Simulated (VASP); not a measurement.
Wanted: the native input for a VASP 6.6.1 run.

```
Task                   : relaxation of cell and atoms
Functional             : PBEsol
Potentials or basis    : VASP PAW PBE potentials, release 64 (Sb, C)
Cutoff                 : 600 eV
k mesh                 : 9 × 9 × 9
Occupations            : fermi-dirac, width 0.05 eV
Spin                   : no spin polarisation
Further INCAR settings : ALGO = Normal; EDIFF = 1e-06; IBRION = 2; EDIFFG = -0.01; NSW = 40; ISIF = 3
```

The structure of SbC lies in POSCAR:

```
SbC
1.0
    3.1146800000      0.0000000000      0.0000000000
    0.0000000000      3.1146800000      0.0000000000
    0.0000000000      0.0000000000      3.1146800000
Sb C
1 1
Direct
    0.5000000000      0.5000000000      0.5000000000
    0.0000000000      0.0000000000      0.0000000000
```

The cell was built by a generator and needn't be a form met in nature.

These files were run (other wordings do the same):

INCAR

```
SYSTEM = SbC
PREC     = Accurate       ! precision mode
ENCUT    = 600            ! plane-wave cutoff, eV
EDIFF    = 1E-6           ! SCF threshold, eV
ISMEAR   = -1             ! smearing method
SIGMA    = 0.05           ! smearing width, eV
LREAL    = .False.        ! projectors in reciprocal space
LASPH    = .True.         ! aspherical terms in the spheres
NELM     = 80             ! most SCF steps
ALGO     = Normal         ! electronic algorithm
ISIF     = 3              ! what is computed and relaxed
LWAVE    = .False.        ! write WAVECAR
LCHARG   = .False.        ! write CHGCAR
GGA      = PS             ! functional
IBRION   = 2              ! ionic algorithm
NSW      = 40             ! ionic steps
EDIFFG   = -0.01          ! ionic threshold
```

KPOINTS

```
Automatic mesh
0
Gamma
  9 9 9
  0 0 0
```

Potentials or basis: VASP PAW PBE potentials, release 64 (Sb, C).

Launch:

```sh
$ cat potpaw_PBE.64/Sb/POTCAR potpaw_PBE.64/C/POTCAR > POTCAR
$ mpirun -np 1 vasp_std > vasp.out
```

It gave:

* Relaxed volume: 14.36 Å³/atom
* Relaxed cell: a = 3.063 Å, b = 3.063 Å, c = 3.063 Å, α = 90.00°, β = 90.00°, γ = 90.00°
* Space group after relaxing (to 0.05 Å): Pm-3m (No. 221)
* Energy gained by relaxing: 13.0 meV/atom
* Ionic steps: 3
* Pressure after relaxing: 0.0 GPa

Caveat: the PAW data sets were made with another functional, which shifts forces and pressure a little.

Run time: 18 s on 1 thread of Intel(R) Xeon(R) Platinum 8375C CPU @ 2.90GHz (Ice Lake), on a shared host, peak memory 0.17 GiB.
